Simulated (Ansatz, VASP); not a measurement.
# PtSe2 in two plane-wave programs

Aim: how closely do two programs agree when they are given the same cell, functional and k mesh? The cell is taken from a series of runs on this material, whose earlier steps may have relaxed, scaled, displaced or heated it; both programs get it as it stands.

Program: Ansatz 0.2.0. Level of theory: plane waves, with VASP 6.6.1 beside it; single point at PBE. Results are calculated unless marked as measured.

## Step 1: The starting structure

The cell holds 6 atoms: 2 Pt and 4 Se. Its edges and angles: a = 3.722 Å, b = 3.722 Å, c = 39.000 Å, α = 90.0°, β = 90.0°, γ = 120.0°. Vacuum lies along c.

## Step 2: Ansatz: single point, PBE, pair 1

Ansatz runs on its default PAW (the set named soft_2) files.

With cell and atoms fixed, the geometry can't cause a difference; cores, projectors, grids and the points listed under the comparison can.

The input, input.yaml:

```yaml
crystal:
  lattice:
    - [3.7215305215, 0.0, 0.0]
    - [-1.8607652608, 3.2229399726, 0.0]
    - [0.0, 0.0, 39.0]
  atoms:
    - { symbol: Pt, position: [0.0, 0.0, 0.4328472593] }
    - { symbol: Se, position: [0.3333333333, 0.6666666667, 0.4662618763] }
    - { symbol: Se, position: [0.6666666667, 0.3333333333, 0.3989629108] }
    - { symbol: Pt, position: [0.3333333333, 0.6666666667, 0.5671668297] }
    - { symbol: Se, position: [0.0, 0.0, 0.6010370892] }
    - { symbol: Se, position: [0.6666666667, 0.3333333333, 0.5335458039] }
  periodic: [true, true, false]
kpoints:
  mp_grid: { grid: [9, 9, 1] }
hamiltonian:
  xc: pbe
scf:
  occupations: { method: fixed }
  n_extra_bands: 6
output:
  eigenvalues: true
  band_densities: [{ e_range: [-0.08, 0] }, { e_range: [0.39, 0.52] }]
  volumetric_format: npy
```

The run is started by

```
ansatz run input.yaml --threads 8 --pin off --max-ram 17510MiB --backend cpu --events-out ev --progress --plain --runs-dir out
```

Numbers of over 12 decimals in the logs are rounded to 6 here.

Log:

```text
scf.n_extra_bands = 6 over 50 filled bands (N_el = 100.0): the run solves 56 bands
Engine: ansatz 0.2.0, aarch64-unknown-linux-gnu
Pseudopotentials: kind: paw
Pseudopotential: Pt, paw, valence charge 18, recommended cutoff 420 eV (normal), Pt.paw.azcp
Pseudopotential: Se, paw, valence charge 16, recommended cutoff 420 eV (normal), Se.paw.azcp
Functional definition: PBE
  parameter kappa = 0.804
  parameter beta = 0.066725
  exchange = pbe_x(kappa = kappa, mu = beta*pi^2/3)
  correlation = pbe_c(beta = beta)
Crystal: 6 atoms, lattice volume = 467.777 Å³
Basis set: ecut = 420 eV, 9215 PW (Γ)
Bands: 56, of which v1, the nominal top of the filled ones, is band 50 counted from 1 (49 counted from 0)
Symmetry: 6 space group operations
Space group: P3m1 (ITA 156), of the structure as read, at distance tolerance 7.8e-5 Å
k-points: 12 of 81 (time reversal used)
Non-local potential: Pt, projectors of the file, l = 0: 3, l = 1: 2, l = 2: 2, l = 3: 1
Non-local potential: Se, projectors of the file, l = 0: 2, l = 1: 2, l = 2: 3, l = 3: 1
PAW form: soft (Blöchl's): semilocal exchange-correlation on the pseudo side does not see the compensation charge
PAW one-centre angular grid: Pt, 590 points (default); XC on 64 Gauss nodes
PAW one-centre angular grid: Se, 590 points (default); XC on 64 Gauss nodes
Initial density: superposition of atomic densities (neutral atoms: chi_scale 0, normalization atom), corrected by the library's trained network
Initial wavefunctions: pseudopotential atomic-orbital guess
Functional: x = pbe(κ = 0.804, μ = 0.219515), c = pbe(β = 0.066725)
SCF iter   1: F=—  HF=-46924.648892 eV  |F-HF|=—  |Δ(HF+E_count)|=         —  Δρ=1.66e-3  dr2=2.99e-2  ethr=1.77e-3  ⟨swp⟩=7.0  Hψ=2752  notcnv=0  defer=44
preconditioner: auto → Resta (q_TF=auto, 2.110 Å⁻¹)  ε∞=3.0  [insulator: Δε(μ)=0.537 eV  Ē_g=8.031 eV  n_scr=92 (ndim 8)  ℏωp=11.4 eV  f_vac=0.715  ε∞_Penn≈3.0  vacuum switching on, ρ_ref=4.7e-3 e/Å³]
SCF iter   2: F=—  HF=-46924.640327 eV  |F-HF|=—  |Δ(HF+E_count)|=   8.56e-3  Δρ=1.28e-3  dr2=8.64e-2  ethr=2.99e-5  ⟨swp⟩=4.0  Hψ=1648  notcnv=0  defer=48
SCF iter   3: F=—  HF=-46924.636518 eV  |F-HF|=—  |Δ(HF+E_count)|=   3.81e-3  Δρ=6.74e-4  dr2=1.73e-2  ethr=2.99e-5  ⟨swp⟩=3.2  Hψ=929  notcnv=0  defer=48
SCF iter   4: F=—  HF=-46924.635928 eV  |F-HF|=—  |Δ(HF+E_count)|=   5.90e-4  Δρ=3.79e-4  dr2=7.86e-4  ethr=1.73e-5  ⟨swp⟩=2.2  Hψ=875  notcnv=0  defer=48
SCF iter   5: F=—  HF=-46924.636021 eV  |F-HF|=—  |Δ(HF+E_count)|=   9.29e-5  Δρ=1.27e-4  dr2=1.67e-4  ethr=7.86e-7  ⟨swp⟩=3.1  Hψ=1050  notcnv=0  defer=48
SCF iter   6: F=—  HF=-46924.636054 eV  |F-HF|=—  |Δ(HF+E_count)|=   3.32e-5  Δρ=5.90e-5  dr2=6.74e-5  ethr=1.67e-7  ⟨swp⟩=3.0  Hψ=978  notcnv=0  defer=48
SCF iter   7: F=—  HF=-46924.636167 eV  |F-HF|=—  |Δ(HF+E_count)|=   1.13e-4  Δρ=3.04e-5  dr2=6.25e-6  ethr=6.74e-8  ⟨swp⟩=2.1  Hψ=819  notcnv=0  defer=47
SCF iter   8: F=—  HF=-46924.636172 eV  |F-HF|=—  |Δ(HF+E_count)|=   5.24e-6  Δρ=1.49e-5  dr2=1.79e-6  ethr=6.25e-9  ⟨swp⟩=3.0  Hψ=1117  notcnv=0  defer=47
SCF iter   9: F=—  HF=-46924.636173 eV  |F-HF|=—  |Δ(HF+E_count)|=   6.23e-7  Δρ=5.52e-6  dr2=1.62e-7  ethr=1.79e-9  ⟨swp⟩=2.9  Hψ=1018  notcnv=0  defer=47
SCF iter  10: F=-46924.636174 eV  HF=-46924.636173 eV  |F-HF|=3.96e-8  |Δ(HF+E_count)|=   4.09e-7  Δρ=1.69e-6  dr2=1.42e-8  ethr=1.00e-10  ⟨swp⟩=17.6  Hψ=3075  notcnv=0
SCF 1 converged in 10 iterations: F = -46924.636174 eV  dr2 = 1.42e-8
  greatest PAW one-centre occupation: 1.000 electrons in one spin orbital (limit 2), on the Pt atom at site 0 (counted from 0), in its partial waves of l = 0
NSCF: frozen V_eff on 12 k-points
SCF converged after 10 iterations
Free energy (F): -46924.636174 eV
Harris-Foulkes:  -46924.636173 eV  (|F-HF|=3.96e-8)
Internal energy: -46924.636174 eV  (E = F + TS)
E sigma→0 (E₀):  -46924.636174 eV
Fermi energy:    -4.958674 eV
--- Per-component energies (eV) ---
  E_band       = -3698.940224
  E_kinetic    = 1747.640667
  E_local      = -500887.426052  (includes V_loc(G=0)·N_el)
  E_nonlocal   = -1981.472883
  E_hartree    = 249063.391578
  E_xc         = -940.275539
  E_vxc        = -998.262717  (∫ρ·V_xc dr)
  E_paw        = -26555.554564  (= ΣΔE_a)
  E_vpaw       = 293.780289  (= ΣTr[D̂ρ^β])
  E_aug_tail   = -0.001952  (compensation charges beyond the density's cutoff)
  E_ewald      = 232629.062573
  E_smearing   = -0.000000  (= −TS)
  E_closure    = -0.000000  (closes the sum)
  Σ components = -46924.636174   (vs F -46924.636174, Δ=0.00e0)
--- Band table (eV; the first three rows and the last of 12) ---
  k-point 0: bands = [... 46 lower, -5.8904, -5.6461, -5.6461, -5.2738, -2.9296, -2.9296, -2.6293, -2.6293, ... 2 higher]
  k-point 1: bands = [... 46 lower, -5.9006, -5.7967, -5.6396, -4.9587, -3.6220, -3.3739, -3.1365, -2.7796, ... 2 higher]
  k-point 2: bands = [... 46 lower, -6.1306, -5.9282, -5.8464, -5.5331, -4.4456, -3.6644, -3.3821, -2.9524, ... 2 higher]
  k-point 11: bands = [... 46 lower, -6.9123, -6.7133, -6.5317, -6.5220, -4.2995, -3.9951, -3.8813, -3.3474, ... 2 higher]
--- Band densities, each state counted as filled ---
  window                                       electrons  max residual (eV)  cut levels
  e_range: [-0.08, 0]                           0.148148             2.6e-5           0
  e_range: [0.39, 0.52]                         0.148148             1.7e-6           0
```

The column dr2 measures how far the density is from self-consistency, as an energy; F and HF (Harris–Foulkes) agree once it is small.

## Step 3: VASP: single point, PBE, pair 1

The same cell, functional and mesh now go to VASP, with its own data sets.

Lines of VASP's logs that name or quote its potential files are left out, and so is its time.

The input, INCAR:

```
SYSTEM = PtSe2
PREC = Accurate
ENCUT = 400
EDIFF = 1E-06
NELM = 120
ISMEAR = 0
SIGMA = 0.01
LREAL = .FALSE.
ALGO = Normal
GGA = PE
NBANDS = 28
LASPH = .TRUE.
LORBIT = 11
LWAVE = .FALSE.
LCHARG = .FALSE.
ISIF = 2
LDIPOL = .TRUE.
IDIPOL = 3
DIPOL = 0.5 0.5 0.5
LVHAR = .TRUE.
GGA_COMPAT = .FALSE.
EFERMI = MIDGAP
NELMDL = -8
KPAR = 2
```

The input, POSCAR:

```
PtSe2
1.0
    3.7215305215      0.0000000000      0.0000000000
   -1.8607652608      3.2229399726      0.0000000000
    0.0000000000      0.0000000000     39.0000000000
Pt Se
2 4
Direct
    0.0000000000      0.0000000000      0.4328472593
    0.3333333333      0.6666666667      0.5671668297
    0.3333333333      0.6666666667      0.4662618763
    0.6666666667      0.3333333333      0.3989629108
    0.0000000000      0.0000000000      0.6010370892
    0.6666666667      0.3333333333      0.5335458039
```

The input, KPOINTS:

```
Automatic mesh
0
Gamma
9 9 1
0 0 0
```

PAW data sets: Pt and Se (PBE family, release 64).

The run is started by

```
mpirun -np 2 vasp_std
```

Log:

```text
[banner, memory and clock lines left out]
running    2 mpi-ranks, on    1 nodes
 distrk:  each k-point on    1 cores,    2 groups
 distr:  one band on    1 cores,    1 groups

 POSCAR found type information on POSCAR PtSe
 POSCAR found :  2 types and       6 ions
 LDA part: xc-table for (Slater+PW92), standard interpolation
 POSCAR, INCAR and KPOINTS ok, starting setup
 FFT: planning ... GRIDC
 FFT: planning ... GRID_SOFT
 FFT: planning ... GRID
 WAVECAR not read
 entering main loop
       N       E                     dE             d eps       ncg     rms          rms(c)
DAV:   1     0.336305005053E+03    0.33631E+03   -0.13294E+04   672   0.956E+02
DAV:   2     0.118656817840E+02   -0.32444E+03   -0.31261E+03  1036   0.202E+02
DAV:   3    -0.291770995002E+02   -0.41043E+02   -0.40473E+02   832   0.814E+01
DAV:   4    -0.301297347789E+02   -0.95264E+00   -0.93941E+00   872   0.138E+01
DAV:   5    -0.301496513672E+02   -0.19917E-01   -0.19900E-01   820   0.192E+00
DAV:   6    -0.301502234749E+02   -0.57211E-03   -0.57201E-03   884   0.335E-01
DAV:   7    -0.301502428580E+02   -0.19383E-04   -0.19383E-04   888   0.562E-02
DAV:   8    -0.301502435353E+02   -0.67738E-06   -0.67747E-06   808   0.958E-03    0.174E+01
DAV:   9    -0.289094922379E+02    0.12408E+01   -0.95545E+00   716   0.244E+01    0.101E+01
DAV:  10    -0.286243425505E+02    0.28515E+00   -0.29807E+00   708   0.144E+01    0.432E+00
DAV:  11    -0.285190915665E+02    0.10525E+00   -0.29290E-01   764   0.458E+00    0.113E+00
DAV:  12    -0.285093313717E+02    0.97602E-02   -0.12207E-01   764   0.265E+00    0.389E-01
DAV:  13    -0.285073223897E+02    0.20090E-02   -0.29765E-02   744   0.134E+00    0.233E-01
DAV:  14    -0.285076652225E+02   -0.34283E-03   -0.34451E-03   792   0.303E-01    0.262E-01
DAV:  15    -0.285078043202E+02   -0.13910E-03   -0.30367E-04   908   0.128E-01    0.282E-01
DAV:  16    -0.285088805987E+02   -0.10763E-02   -0.63969E-03   744   0.491E-01    0.358E-01
DAV:  17    -0.285116329976E+02   -0.27524E-02   -0.55165E-03   828   0.473E-01    0.673E-01
DAV:  18    -0.285086956909E+02    0.29373E-02   -0.27946E-03   732   0.360E-01    0.362E-01
DAV:  19    -0.285083470848E+02    0.34861E-03   -0.71426E-04   792   0.123E-01    0.264E-01
DAV:  20    -0.285081484791E+02    0.19861E-03   -0.91616E-05   840   0.561E-02    0.215E-01
DAV:  21    -0.285079801528E+02    0.16833E-03   -0.11116E-04   744   0.600E-02    0.149E-01
DAV:  22    -0.285078296651E+02    0.15049E-03   -0.35921E-04   732   0.109E-01    0.335E-02
DAV:  23    -0.285078351040E+02   -0.54390E-05   -0.19272E-05   844   0.235E-02    0.284E-02
DAV:  24    -0.285078349533E+02    0.15078E-06   -0.75736E-06   732   0.156E-02
   1 F= -.28507835E+02 E0= -.28507835E+02  d E =0.000000E+00
```

From OUTCAR (step 3):

```text
ion  position               nearest neighbor table
   1  0.000  0.000  0.433-   3 2.51   3 2.51   3 2.51   4 2.52   4 2.52   4 2.52
   2  0.333  0.667  0.567-   6 2.52   6 2.52   6 2.52   5 2.52   5 2.52   5 2.52
   3  0.333  0.667  0.466-   1 2.51   1 2.51   1 2.51
   4  0.667  0.333  0.399-   1 2.52   1 2.52   1 2.52
   5  0.000  0.000  0.601-   2 2.52   2 2.52   2 2.52
   6  0.667  0.333  0.534-   2 2.52   2 2.52   2 2.52

  LATTYP: Found a hexagonal cell.
 ALAT       =     3.7215305215
 C/A-ratio  =    10.4795593573

 Subroutine GETGRP returns: Found  6 space group operations
 (whereof  6 operations were pure point group operations)

The static configuration has the point symmetry C_3v.

 Found     12 irreducible k-points:

   k-points           NKPTS =     12   k-points in BZ     NKDIM =     12   number of bands    NBANDS=     28

   dimension x,y,z NGX =    24 NGY =   24 NGZ =  256
   dimension x,y,z NGXF=    48 NGYF=   48 NGZF=  512

   ENCUT  =  400.0 eV  29.40 Ry    5.42 a.u.   6.07  6.07 63.60*2*pi/ulx,y,z

   NELECT =      44.0000    total number of electrons

 k-points in reciprocal lattice and weights: Automatic mesh
   0.00000000  0.00000000  0.00000000       0.012
   0.11111111 -0.00000000  0.00000000       0.074
   0.22222222 -0.00000000  0.00000000       0.074
   0.33333333 -0.00000000  0.00000000       0.074
   0.44444444 -0.00000000  0.00000000       0.074
   0.11111111  0.11111111  0.00000000       0.074
   0.22222222  0.11111111  0.00000000       0.148
   0.33333333  0.11111111  0.00000000       0.148
   0.44444444  0.11111111  0.00000000       0.074
   0.22222222  0.22222222  0.00000000       0.074
   0.33333333  0.22222222  0.00000000       0.148
   0.33333333  0.33333333  0.00000000       0.025

 dipolmoment           0.000000      0.000000     -0.007001 electrons x Angstroem

 average (electrostatic) potential at core
       1 -76.8761       2 -76.9571       3 -60.9521       4 -60.8209       5 -60.9221
       6 -61.0367

 E-fermi :  -1.8214

 k-point     1 :       0.0000    0.0000    0.0000
  band No.  band energies     occupation
    ...
     18      -3.0050      2.00000
     19      -3.0050      2.00000
     20      -2.7615      2.00000
     21      -2.7615      2.00000
     22      -2.3896      2.00000
     23      -0.0497      0.00000
     24      -0.0497      0.00000
     25       0.2496      0.00000
     26       0.2496      0.00000
     27       1.8395      0.00000
    ...

 k-point     2 :       0.1111   -0.0000    0.0000
  band No.  band energies     occupation
    ...
     18      -3.1322      2.00000
     19      -3.0160      2.00000
     20      -2.9143      2.00000
     21      -2.7556      2.00000
     22      -2.0732      2.00000
     23      -0.7435      0.00000
     24      -0.4953      0.00000
     25      -0.2567      0.00000
     26       0.0992      0.00000
     27       2.2575      0.00000
    ...

 k-point     3 :       0.2222   -0.0000    0.0000
  band No.  band energies     occupation
    ...
     18      -3.3576      2.00000
     19      -3.2476      2.00000
     20      -3.0444      2.00000
     21      -2.9640      2.00000
     22      -2.6501      2.00000
     23      -1.5697      0.00000
     24      -0.7881      0.00000
     25      -0.5022      0.00000
     26      -0.0733      0.00000
     27       2.7329      0.00000
    ...

  Total        2.1953911      2.1953911      1.5448893     -0.0000000      0.0000000     -0.0000000
  in kB        7.5194154      7.5194154      5.2913873     -0.0000000      0.0000000     -0.0000000
  external PRESSURE =       6.7767394 kB  Pullay stress =       0.0000000 kB

  energy-cutoff  :      400.00
  volume of cell :      467.78
      direct lattice vectors                 reciprocal lattice vectors
     3.721530522  0.000000000  0.000000000     0.268706650  0.155137857  0.000000000
    -1.860765261  3.222939973  0.000000000     0.000000000  0.310275714  0.000000000
     0.000000000  0.000000000 39.000000000     0.000000000  0.000000000  0.025641026

 POSITION                                       TOTAL-FORCE (eV/Angst)
 -----------------------------------------------------------------------------------
      0.00000      0.00000     16.88104         0.000000     -0.000000     -0.122109
     -0.00000      2.14863     22.11951         0.000000     -0.000000      0.126494
     -0.00000      2.14863     18.18421        -0.000000      0.000000     -0.064235
      1.86077      1.07431     15.55955         0.000000      0.000000     -0.101555
      0.00000      0.00000     23.44045        -0.000000     -0.000000      0.095584
      1.86077      1.07431     20.80829         0.000000     -0.000000      0.065821
 -----------------------------------------------------------------------------------
    total drift:                               -0.000000      0.000000      0.002448

  FREE ENERGIE OF THE ION-ELECTRON SYSTEM (eV)
  ---------------------------------------------------
  free  energy   TOTEN  =       -28.5078349533 eV

  energy  without entropy=      -28.5078349533  energy(sigma->0) =      -28.50783495

 vacuum level on the upper side and lower side of the slab         2.846         2.949

 total charge
# of ion       s       p       d       tot
------------------------------------------
    1        0.677   0.695   8.003   9.376
    2        0.675   0.690   8.003   9.369
    3        1.483   2.238   0.064   3.786
    4        1.478   2.248   0.056   3.781
    5        1.478   2.246   0.056   3.780
    6        1.485   2.237   0.061   3.784
--------------------------------------------------
tot          7.276  10.355  16.244  33.874

[... 3 further parts left out ...]
```

## Step 4: Side by side

Known differences besides the potentials themselves: fixed occupations in Ansatz, narrow Gaussian smearing in VASP; Ansatz cuts the interaction across the vacuum, VASP repeats the sheet with a dipole correction; the data sets hold 100 valence electrons in Ansatz (on its default PAW (the set named soft_2) files) and 44 in VASP; the cutoff is 420 eV in Ansatz and 400 eV in VASP. Total energies have different zeros and are not compared.

Compared:

```csv
quantity,Ansatz,VASP,difference
gap on the k mesh (eV),0.513,0.503,+0.010
```

A gap on the mesh is an upper bound, since the band edges may lie between its points; neither run holds spin-orbit coupling, which can move the band edges of a compound of Pt. VASP's last cycles still show a density residual of 3e-03, so its state may not be settled. With vacuum in the cell, a pressure given here is an average over mostly empty space and none of the material.

## Step 5: Ansatz: single point, PBE, pair 2

With cell and atoms fixed, the geometry can't cause a difference; cores, projectors, grids and the points listed under the comparison can.

The cell is taken from a series of runs on this material, whose earlier steps may have relaxed, scaled, displaced or heated it; both programs get it as it stands.

The input, input.yaml:

```yaml
crystal:
  lattice:
    - [3.7099653742, 0.0, 0.0]
    - [-1.8549826871, 3.2129242612, 0.0]
    - [0.0, 0.0, 40.9]
  atoms:
    - { symbol: Pt, position: [0.0, 0.0, 0.4243874778] }
    - { symbol: Se, position: [0.3333333333, 0.6666666667, 0.4566293747] }
    - { symbol: Se, position: [0.6666666667, 0.3333333333, 0.3920469516] }
    - { symbol: Pt, position: [0.6666666667, 0.3333333333, 0.5756125222] }
    - { symbol: Se, position: [0.0, 0.0, 0.6079530484] }
    - { symbol: Se, position: [0.3333333333, 0.6666666667, 0.5433706253] }
  periodic: [true, true, false]
kpoints:
  mp_grid: { grid: [9, 9, 1] }
hamiltonian:
  xc: pbe
scf:
  occupations: { method: fixed }
  n_extra_bands: 6
output:
  eigenvalues: true
  band_densities: [{ e_range: [-0.08, 0] }, { e_range: [0.79, 0.92] }]
  volumetric_format: npy
```

The run is started by

```
ansatz run input.yaml --threads 8 --pin off --max-ram 17510MiB --backend cpu --events-out ev --progress --plain --runs-dir out
```

Log:

```text
[...]
Crystal: 6 atoms, lattice volume = 487.521 Å³
Basis set: ecut = 420 eV, 9557 PW (Γ)
Bands: 56, of which v1, the nominal top of the filled ones, is band 50 counted from 1 (49 counted from 0)
Symmetry: 12 space group operations
[...]
k-points: 12 of 81
[...]
k-point 2: bands = [... 46 lower, -5.9992, -5.9389, -5.8754, -5.4904, -4.4532, -4.0431, -3.1674, -3.0458, ... 2 higher]
  k-point 11: bands = [... 46 lower, -6.8639, -6.6496, -6.6496, -6.4333, -4.0720, -3.9029, -3.9029, -3.6583, ... 2 higher]
--- Band densities, each state counted as filled ---
  window                                       electrons  max residual (eV)  cut levels
  e_range: [-0.08, 0]                           0.296296             3.0e-5           0
  e_range: [0.79, 0.92]                         0.148148             1.5e-6           0
[key lines of the parts left out:]
SCF converged after 8 iterations
Free energy (F): -46924.664004 eV
Fermi energy:    -5.307335 eV
```

(Continued in part 2 of 2.)

[Lines on the potential files, build, host, timing and source positions are cut from VASP's logs without a mark.]

[Logs are printed without paths, hosts, clocks, repeated set-up lines and the standing remarks that a program may print on its own settings, such as how far it seeks lower states.]

[Hosts, paths, dates, database ids (printed as entryN), source tags and the programs' standing remarks are cut or masked in the printed files.]
